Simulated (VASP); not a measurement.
```yaml
crystal:
  lattice:
    - [3.27691, 0.00000, 0.00000]
    - [0.00000, 3.27691, 0.00000]
    - [0.00000, 0.00000, 3.27691]
  atoms:
    - { symbol: Hf, position: [0.00000, 0.00000, 0.00000] }
    - { symbol: Pd, position: [0.50000, 0.50000, 0.50000] }
```

Method: PBEsol GGA, VASP's PBE PAW potentials (set 64) (plane waves; VASP). Run with 400 eV cut-off, Gaussian smearing of 0.050 eV, potentials Hf_pv Pd.

**Question.** Give the energies of bands 4 to 13 at the high-symmetry points, in eV from the Fermi level.

**Answer.** 
| band | Γ | X | M | R |
|---|---|---|---|---|
| 4 | -8.20 | -4.74 | -5.80 | -4.29 |
| 5 | -5.47 | -4.67 | -5.52 | -4.29 |
| 6 | -5.47 | -4.41 | -4.32 | -4.29 |
| 7 | -3.37 | -3.54 | -4.32 | -2.26 |
| 8 | -3.37 | -3.54 | -2.31 | -2.26 |
| 9 | -3.37 | -3.00 | -1.17 | -2.25 |
| 10 | 0.76 | -1.02 | 0.48 | -2.25 |
| 11 | 0.76 | -0.99 | 0.48 | -2.25 |
| 12 | 4.61 | 1.06 | 1.36 | 4.91 |
| 13 | 4.61 | 1.06 | 4.03 | 5.63 |

It has no gap at this level: it comes out as a metal or semimetal.

The structure comes from a computed database's HfPd entry (Pm-3m); how it stands against other phases isn't given here. It was relaxed first.
